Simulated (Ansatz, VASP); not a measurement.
# Cross-check of Ni between VASP and Ansatz, part 2 of 2

Aim: how closely do two programs agree when they are given the same cell, functional and k mesh?

VASP 6.6.1 and Ansatz 0.2.0.

So far: Starting point; VASP: relaxation of cell and atoms, PBEsol.

## (3) Ansatz: relaxation of cell and atoms, PBEsol

Level of this step: Ansatz beside VASP: Kohn-Sham DFT, plane waves, PBEsol (Ansatz).

Ansatz runs on its default PAW (the set named soft_2) files.

The same cell, functional, mesh and smearing now go to Ansatz, which takes its cutoff from its data sets.

The input, input.yaml:

```yaml
crystal:
  lattice:
    - [0.0, 1.728577487, 1.728577487]
    - [1.728577487, 0.0, 1.728577487]
    - [1.728577487, 1.728577487, 0.0]
  atoms:
    - { symbol: Ni, position: [0.0, 0.0, 0.0], spin: 1.0 }
hamiltonian:
  xc: pbesol
  pseudopotentials: { kind: paw }
magnetization:
  spin_polarized: true
kpoints:
  mp_grid: { grid: [16, 16, 16] }
scf:
  occupations: { method: methfessel_paxton, width: 0.15 }
relax:
  f_tol: 0.01
  max_steps: 60
  cell: { stress_tol: 0.05 }
output:
  forces: true
  stress: true
  write_density: true
  write_potential: true
  elf: true
  volumetric_format: npy
```

On the command line:

```bash
ansatz run input.yaml --threads 4 --pin off --max-ram 9216MiB --backend cpu --events-out ev --progress --plain --runs-dir out
```

Numbers of over 12 decimals in the logs are rounded to 6 here.

The program printed:

```text
Engine: ansatz 0.2.0, aarch64-unknown-linux-gnu
Pseudopotentials: kind: paw
Pseudopotential: Ni, paw, valence charge 18, recommended cutoff 420 eV (normal), Ni.paw.azcp
Functional definition: PBEsol
  exchange = pbesol_x
  correlation = pbesol_c
Crystal: 1 atoms, lattice volume = 10.330 Å³
Basis set: ecut = 420 eV, 181 PW (Γ), exchange–correlation on 36×36×36 points (8 copies of the dense FFT grid, shifted against one another)
Bands: 14, of which v1, the nominal top of the filled ones, is band 9 counted from 1 (8 counted from 0)
Symmetry: 48 space group operations
Space group: Fm-3m (ITA 225), of the structure as read, at distance tolerance 2.2e-5 Å
Magnetic group: BNS 225.116 (UNI 1618), of the structure as read, at distance tolerance 2.2e-5 Å
k-points: 145 of 4096
Non-local potential: Ni, projectors of the file, l = 0: 3, l = 1: 2, l = 2: 3, l = 3: 1
PAW form: soft (Blöchl's): semilocal exchange-correlation on the pseudo side does not see the compensation charge
PAW frozen core: Ni, regenerated for the run's functional, and the local potential with it (the file was generated under x = pbe(κ = 0.804, μ = 0.219515), c = pbe(β = 0.066725))
PAW one-centre angular grid: Ni, 590 points (default); XC on 64 Gauss nodes
Initial density: superposition of atomic densities (chi_scale 0.1, normalization cell)
Starting moments: Σ|m| = 1 μB on 1 of 1 site
Initial wavefunctions: pseudopotential atomic-orbital guess
Functional: x = pbesol(κ = 0.804, μ = 0.123457), c = pbesol(β = 0.046)
SCF iter   1: F=—  HF=-5804.391952 eV  |F-HF|=—  |Δ(HF+E_count)|=         —  Δρ=8.61e-2 (↑5.76e-2 ↓8.61e-2)  dr2=1.24e0  dr2_m=2.32e-2  M=0.896 μB ∫|m|=0.960 μB  β_m=0.30  ethr=3.10e-3  ⟨swp⟩=5.0  Hψ=21089  notcnv=0
Mixer restart at iter 1: flushing history
preconditioner: auto → none  [metal: Δε(μ)=0.001 eV  Ē_g=16.446 eV  σ=0.150 eV  W_gap=0.00  n_scr=0 (ndim 8)  ℏωp=36.5 eV  f_vac=0.000  D(μ)=1.34/eV (n_scr^D=14)]
SCF iter   2: F=—  HF=-5804.033732 eV  |F-HF|=—  |Δ(HF+E_count)|=   3.58e-1  Δρ=4.59e-2 (↑4.59e-2 ↓4.57e-2)  dr2=3.92e-1  dr2_m=6.46e-3  M=0.825 μB ∫|m|=0.894 μB  β_m=0.25  ethr=3.10e-3  ⟨swp⟩=2.9  Hψ=9815  notcnv=0  defer=129
SCF iter   3: F=—  HF=-5804.220884 eV  |F-HF|=—  |Δ(HF+E_count)|=   1.87e-1  Δρ=1.57e-2 (↑1.50e-2 ↓1.57e-2)  dr2=2.58e-2  dr2_m=4.72e-3  M=0.829 μB ∫|m|=0.900 μB  β_m=0.58  ethr=2.18e-3  ⟨swp⟩=2.5  Hψ=6999  notcnv=0  defer=130
SCF iter   4: F=—  HF=-5804.856080 eV  |F-HF|=—  |Δ(HF+E_count)|=         —  Δρ=4.95e-2 (↑1.40e-2 ↓4.95e-2)  dr2=9.03e-2  dr2_m=8.90e-2  M=0.636 μB ∫|m|=0.715 μB  β_m=0.58  ethr=1.43e-4  ⟨swp⟩=2.3  Hψ=8179  notcnv=0  defer=136
Mixer restart at iter 4: flushing history
SCF iter   5: F=—  HF=-5804.994144 eV  |F-HF|=—  |Δ(HF+E_count)|=   1.38e-1  Δρ=3.46e-2 (↑3.46e-2 ↓9.17e-3)  dr2=9.01e-2  dr2_m=1.87e-2  M=0.631 μB ∫|m|=0.712 μB  β_m=0.54  ethr=1.43e-4  ⟨swp⟩=2.0  Hψ=9428  notcnv=0  defer=128
SCF iter   6: F=—  HF=-5804.985404 eV  |F-HF|=—  |Δ(HF+E_count)|=   8.74e-3  Δρ=3.80e-2 (↑1.09e-2 ↓3.80e-2)  dr2=1.30e-1  dr2_m=2.03e-2  M=0.597 μB ∫|m|=0.675 μB  β_m=0.27  ethr=1.43e-4  ⟨swp⟩=2.0  Hψ=8985  notcnv=0  defer=148
SCF iter   7: F=—  HF=-5804.978200 eV  |F-HF|=—  |Δ(HF+E_count)|=   7.20e-3  Δρ=6.56e-3 (↑6.08e-3 ↓6.56e-3)  dr2=1.58e-4  dr2_m=3.74e-3  M=0.598 μB ∫|m|=0.678 μB  β_m=0.55  ethr=1.43e-4  ⟨swp⟩=2.5  Hψ=8803  notcnv=0  defer=61
SCF iter   8: F=—  HF=-5804.983040 eV  |F-HF|=—  |Δ(HF+E_count)|=   4.84e-3  Δρ=6.35e-4 (↑6.35e-4 ↓5.84e-4)  dr2=2.24e-6  dr2_m=3.34e-5  M=0.591 μB ∫|m|=0.669 μB  β_m=0.78  ethr=8.81e-7  ⟨swp⟩=2.1  Hψ=7079  notcnv=0  defer=77
SCF iter   9: F=—  HF=-5804.983034 eV  |F-HF|=—  |Δ(HF+E_count)|=   6.28e-6  Δρ=6.60e-4 (↑1.30e-4 ↓6.60e-4)  dr2=1.98e-5  dr2_m=1.37e-5  M=0.591 μB ∫|m|=0.669 μB  β_m=0.89  ethr=1.24e-8  ⟨swp⟩=2.0  Hψ=6742  notcnv=0  defer=74
SCF iter  10: F=—  HF=-5804.973871 eV  |F-HF|=—  |Δ(HF+E_count)|=         —  Δρ=8.84e-4 (↑6.00e-4 ↓8.84e-4)  dr2=4.15e-6  dr2_m=4.61e-5  M=0.587 μB ∫|m|=0.666 μB  β_m=0.89  ethr=1.24e-8  ⟨swp⟩=2.2  Hψ=6697  notcnv=0  defer=75
Mixer restart at iter 10: flushing history
iteration 10: the input's own smearing fills from here on; a Gaussian of 0.15 eV has filled iterations ahead of it
SCF iter  11: F=—  HF=-5804.973884 eV  |F-HF|=—  |Δ(HF+E_count)|=   1.29e-5  S|Δr|=    0.00e0  Δρ=2.55e-4 (↑2.55e-4 ↓1.98e-4)  dr2=1.08e-6  dr2_m=4.18e-6  M=0.586 μB ∫|m|=0.665 μB  β_m=0.94  ethr=1.24e-8  ⟨swp⟩=2.2  Hψ=5617  notcnv=0  defer=75
SCF iter  12: F=—  HF=-5804.973891 eV  |F-HF|=—  |Δ(HF+E_count)|=   6.82e-6  S|Δr|=    0.00e0  Δρ=4.24e-4 (↑2.66e-4 ↓4.24e-4)  dr2=2.61e-5  dr2_m=6.92e-7  M=0.586 μB ∫|m|=0.665 μB  β_m=0.94  ethr=5.98e-9  ⟨swp⟩=2.0  Hψ=6663  notcnv=0  defer=75
SCF iter  13: F=—  HF=-5804.973886 eV  |F-HF|=—  |Δ(HF+E_count)|=   5.35e-6  S|Δr|=    0.00e0  Δρ=1.02e-4 (↑4.23e-5 ↓1.02e-4)  dr2=1.12e-6  dr2_m=9.42e-8  M=0.586 μB ∫|m|=0.665 μB  β_m=0.97  ethr=5.98e-9  ⟨swp⟩=2.0  Hψ=6631  notcnv=0  defer=75
SCF iter  14: F=—  HF=-5804.973886 eV  |F-HF|=—  |Δ(HF+E_count)|=   2.08e-7  S|Δr|=    0.00e0  Δρ=2.11e-5 (↑7.31e-6 ↓2.11e-5)  dr2=4.32e-8  dr2_m=4.92e-9  M=0.586 μB ∫|m|=0.665 μB  β_m=0.99  ethr=5.56e-10  ⟨swp⟩=5.9  Hψ=21899  notcnv=0
SCF iter  15: F=-5804.973886 eV  HF=-5804.973886 eV  |F-HF|=2.70e-10  |Δ(HF+E_count)|=   8.52e-9  S|Δr|=    0.00e0  Δρ=1.59e-6 (↑7.02e-7 ↓1.59e-6)  dr2=2.89e-10  dr2_m=2.36e-11  M=0.586 μB ∫|m|=0.665 μB  ethr=2.40e-10  ⟨swp⟩=6.0  Hψ=18356  notcnv=0
SCF 1 converged in 15 iterations: F = -5804.973886 eV  dr2 = 2.89e-10
  greatest PAW one-centre occupation: 1.001 electrons in one spin orbital (limit 2), on the Ni atom at site 0 (counted from 0), in its partial waves of l = 1
relax step   1: F+E_penalty+E_count = -5804.97388557 eV  Δ(F+E_penalty+E_count) = +0.000e0 eV  max|allowed force component| = 0.000e0 eV/Å  Δτ_max = 0.0000 Å  P = +0.798 GPa  Ω = 10.330 Å³  (15 SCF iters, dr2 threshold 1.00e-7 eV, accepted)
[...]
relax step   2: F+E_penalty+E_count = -5804.97394316 eV  Δ(F+E_penalty+E_count) = -5.759e-5 eV  max|allowed force component| = 0.000e0 eV/Å  Δτ_max = 0.0000 Å  P = +0.416 GPa  Ω = 10.347 Å³  energy of the carried Pulay correction = -5.946e-6 eV  (5 SCF iters, dr2 threshold 1.00e-7 eV, accepted)
[...]
relax step   3: F+E_penalty+E_count = -5804.97396059 eV  Δ(F+E_penalty+E_count) = -1.743e-5 eV  max|allowed force component| = 0.000e0 eV/Å  Δτ_max = 0.0000 Å  P = +0.003 GPa  Ω = 10.365 Å³  energy of the carried Pulay correction = -1.243e-5 eV  (5 SCF iters, dr2 threshold 1.00e-7 eV, accepted)
[...]
relax step   4: F+E_penalty+E_count = -5804.97397148 eV  Δ(F+E_penalty+E_count) = -1.088e-5 eV  max|allowed force component| = 0.000e0 eV/Å  Δτ_max = 0.0000 Å  P = +0.003 GPa  Ω = 10.365 Å³  stress off target by 2.77e-3 GPa  SCF on the basis re-selected at this cell (its energy is not comparable with the rows above)  (5 SCF iters)
basis re-selected at this cell: Δ(F+E_penalty+E_count) = -1.088e-5 eV, ΔP = -0.000 GPa vs the last step (what re-selecting the basis moved, of the pressure what is left beyond the Pulay correction that the steps carried, after the strain that the cell walked since its last selection, with what the two solves' SCF thresholds leave and, on support functions, any second-order correction that the steps lacked; it is no measure of the basis error at this ecutwfc). This SCF's stress stands 2.77e-3 GPa from its target on what of the cell is left free (relax.cell.stress_tol is 5.00e-2 GPa) and its largest allowed force component is 0.00e0 eV/Å (relax.f_tol is 1.00e-2 eV/Å): [rest of the remark cut]
SCF converged after 5 iterations
Stability not checked: this state was not tested for a lower state beside it, because cold or Methfessel-Paxton smearing, or corrected tetrahedra, fill the levels in a way that the test cannot read (fill_not_monotonic; see scf.lower_state_search)
Magnetization: 0.5865 μB (9.2932 up, 8.7068 down)
Absolute magnetization: 0.6663 μB (∫|ρ↑−ρ↓|, with the PAW one-centre terms)
Spin contamination: 0.0052 ħ² per cell (⟨S²⟩ above its minimum at these occupations)
Per-site moments (μB) at R_I (Å): [(0.620561, 1.009530)]
Free energy (F): -5804.973971 eV
Harris-Foulkes:  -5804.973971 eV  (|F-HF|=4.55e-12)
Internal energy: -5804.974532 eV  (E = F + TS)
E sigma→0 (E₀):  -5804.974111 eV
Entropy (-TS):   0.000560 eV (0.560 meV/atom)
Fermi energy:    19.140360 eV
--- Per-component energies (eV) ---
  E_band       = -267.574331
  E_kinetic    = 283.307721
  E_local      = -3355.296146  (includes V_loc(G=0)·N_el)
  E_nonlocal   = 635.845033
  E_hartree    = 1400.231550
  E_xc         = -84.919822
  E_vxc        = -109.916030  (∫ρ·V_xc dr)
  E_paw        = -1594.167095  (= ΣΔE_a)
  E_vpaw       = -521.978384  (= ΣTr[D̂ρ^β])
  E_aug_tail   = 0.000475  (compensation charges beyond the density's cutoff)
  E_ewald      = -3090.173536
  E_core_change = 0.197289  (= ΣΔE_core)
  E_smearing   = 0.000560  (= −TS)
  E_closure    = -0.000000  (closes the sum)
  Σ components = -5804.973971   (vs F -5804.973971, Δ=0.00e0)
--- Forces (eV/Å), atoms counted from 1 ---
  atom   1  Ni    -0.00000000    -0.00000000    -0.00000000
  max |Σ_I F_I| component: 9.86e-31 eV/Å
--- Stress (GPa, compression-positive) ---
        0.002770      -0.000000      -0.000000
       -0.000000       0.002770      -0.000000
       -0.000000      -0.000000       0.002770
  P = ⅓ Tr σ = 0.0028 GPa (0.028 kbar)
--- Band table (eV; the first three rows and the last of 290) ---
  k-point 0 ↑: bands = [... 5 lower, 16.5742, 16.5742, 16.5742, 17.8454, 17.8454, 42.9679, 47.3096, 47.3096, ... 1 higher]
  k-point 1 ↑: bands = [... 5 lower, 16.5304, 16.6113, 16.6113, 17.8293, 17.8293, 42.5081, 45.4229, 46.9232, ... 1 higher]
  k-point 2 ↑: bands = [... 5 lower, 16.4149, 16.7049, 16.7049, 17.7985, 17.7985, 40.2876, 44.1656, 46.2369, ... 1 higher]
  k-point 144 ↓: bands = [... 5 lower, 16.4106, 16.4106, 18.3127, 19.5248, 27.2375, 27.2375, 29.5385, 30.7614, ... 1 higher]
--- Relaxed structure (3 steps of the walk, 3 accepted, 1 SCFs on fresh bases) ---
  F+E_penalty+E_count = -5804.97397148 eV   max|allowed force component| = 0.000e0 eV/Å   (the final SCF, on the basis selected at the relaxed cell)
  cell:  # Å, volume = 10.3650 Å³
    - [0, 1.730534, 1.730534]
    - [1.730534, 0, 1.730534]
    - [1.730534, 1.730534, 0]
  atoms:
    - { symbol: Ni, position: [0.0, 0.0, 0.0] }
```

It took 4.7 s on 4 threads of Arm Neoverse V1, shared host; peak memory 0.32 GiB; 16 s of CPU time.

## (4) Differences

Known differences besides the potentials themselves: both relaxations stop at a tolerance, which leaves soft axes loose, and VASP keeps its plane-wave basis; the data sets hold 18 valence electrons in Ansatz (default PAW (the set named soft_2) files) and 10 in VASP; the cutoff is 420 eV in Ansatz and 360 eV in VASP; Ansatz makes its cores anew for this functional, VASP keeps those of its PBE data sets; Ansatz adds a Pulay correction to the stress that steers its cell, VASP none; site moments are counted in spheres of each program's own size. Total energies have different zeros and are not compared.

The two programs side by side:

```csv
quantity,Ansatz,VASP,difference
volume (Å³),10.37,10.33,+0.34 %
"edge a after relaxation, in the typed setting (Å)",2.447,2.445,+0.11 %
total moment (μB),0.59,0.58,0.00
moment on Ni1 (μB),0.62,0.59,+0.03
```

The walks stopped with 0.00 GPa left in Ansatz and 0.21 GPa in VASP; each walk ends within a tolerance, so the volume difference is uncertain by about these residues over the bulk modulus, most in soft cells.

## (5) Summary of results

```json
{"difference in volume (relaxation of cell and atoms, PBEsol)": "0.34 %"}
```

What this shows: The difference in volume is 0.34 % (relaxation of cell and atoms, PBEsol), within the 1.2 % picked in this series as the mark of a large difference, as far as the stopping tolerances let one tell. How closely two codes agree says nothing of how well the functional describes the real material.

[Lines on the potential files, build, host, timing and source positions are cut from VASP's logs without a mark.]

[Logs are printed without paths, hosts, clocks, repeated set-up lines and the standing remarks that a program may print on its own settings, such as how far it seeks lower states.]

[Hosts, paths, dates, database ids (printed as entryN), source tags and the programs' standing remarks are cut or masked in the printed files.]
